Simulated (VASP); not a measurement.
# AlN (space group F-43m): computed properties

These are r2SCAN meta-GGA, VASP's PBE PAW potentials (set 64) (plane waves; VASP 6.6.1) values and carry that method's errors.

For AlN, the space group is F-43m (216). The cell comes out as a = b = c = 4.368 Å, α = β = γ = 90.00° and the volume per atom comes out as 10.42 Å³/atom. The band gap (over mesh and band path) comes out as 3.93 eV and the smallest direct gap (over mesh and band path) is 4.89 eV. The band-edge character is indirect, Γ to X, the density comes out as 3.27 g/cm³ and the mean ε∞ (independent particles) is 4.23.

AlN is modelled in the cubic space group F-43m (No. 216), the zinc blende structure, Pearson symbol cF8. Lattice parameters: a = b = c = 4.368 Å, α = β = γ = 90.00°. Al on 4a has 4 N at 1.891 Å (tetrahedral). N on 4c is coordinated by 4 Al at 1.891 Å (tetrahedral). (Neighbours: up to the widest gap in distance over summed covalent radii, below 1.35, at either atom; cation-cation and far metal-metal contacts left out.)
(The calculation used a cell of 2 atoms; values per cell refer to that cell.)

The structure comes from a computed database's AlN entry (F-43m); how it stands against other phases isn't given here. The cell was not relaxed at this level.
